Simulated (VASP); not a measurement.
Crystal: GaP.

```
Ga P
1.0
     0.00000    2.72500    2.72500
     2.72500    0.00000    2.72500
     2.72500    2.72500    0.00000
Ga P
1 1
Direct
  0.00000 0.00000 0.00000
  0.25000 0.25000 0.25000
```

The cell was built by a generator and needn't be a form met in nature.

```yaml
Program: VASP 6.6.1
Task: relaxation of cell and atoms
Functional: PBE
Potentials_or_basis: VASP PAW PBE potentials, release 64 (Ga_d, P)
Cutoff: 600 eV
k_mesh: 8 × 8 × 8
Occupations: gaussian, width 0.01 eV
Spin: no spin polarisation
```

At the start: pressure 2.4 GPa; volume 20.23 Å³/atom.

Question: Where does the relaxation end?

Answer: Over 9 steps the energy falls by 4.7 meV/atom and the volume is 20.85 Å³/atom (+3.1 %); space group F-43m (No. 216, to 0.05 Å).

Step by step:
| step | energy change (eV) | largest force (eV/Å) | pressure (GPa) | volume (Å³) |
| --- | --- | --- | --- | --- |
| 1 | 0.0000 | 0.0000 | 2.44 | 40.47 |
| 2 | -0.0075 | 0.0000 | -1.06 | 42.30 |
| 3 | -0.0094 | 0.0000 | 0.05 | 41.72 |
| 4 | -0.0094 | 0.0000 | -0.09 | 41.75 |
| 5 | -0.0094 | 0.0000 | 0.11 | 41.68 |
| 6 | -0.0094 | 0.0000 | -0.03 | 41.71 |
| 7 | -0.0094 | 0.0000 | 0.09 | 41.71 |
| 8 | -0.0094 | 0.0000 | -0.04 | 41.71 |
| 9 | -0.0094 | 0.0000 | -0.01 | 41.71 |

Final structure:
```
CELL_PARAMETERS angstrom
0.00000 2.75256 2.75256
2.75256 0.00000 2.75256
2.75256 2.75256 0.00000
ATOMIC_POSITIONS crystal
Ga 0.00000 0.00000 0.00000
P 0.25000 0.25000 0.25000
```
